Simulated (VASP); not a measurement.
```
CELL_PARAMETERS angstrom
      0.00000     2.42323     2.42323
      2.42323     0.00000     2.42323
      2.42323     2.42323     0.00000
ATOMIC_POSITIONS crystal
  W  0.00000 0.00000 0.00000
  B  0.25000 0.25000 0.25000
```

Computed with PBE GGA, VASP's PBE PAW potentials (set 64) (plane waves; VASP 6.6.1). Settings: 520 eV cut-off, Gaussian smearing of 0.050 eV, potentials W_sv B.

Give the energies of bands 5 to 11 at the high-symmetry points, in eV from the Fermi level.

```tsv
band	Γ	X	U	L	W
5	-9.89	-6.23	-6.28	-7.37	-6.15
6	-3.39	-5.30	-4.45	-3.46	-3.98
7	-3.39	-0.86	-1.72	-2.81	-2.55
8	-3.39	-0.26	-1.16	-2.81	-1.72
9	0.65	-0.26	-0.79	1.49	0.30
10	0.65	2.00	1.13	1.49	1.14
11	6.97	2.83	2.85	2.26	2.35
```

It has no gap at this level: it comes out as a metal or semimetal.

The structure was generated: WB was put into the zinc blende type (F-43m), which need not be its known phase. It was relaxed first, which changed the volume by -38 %. The electron count is odd and the run is not spin-polarised, which forces a metal.
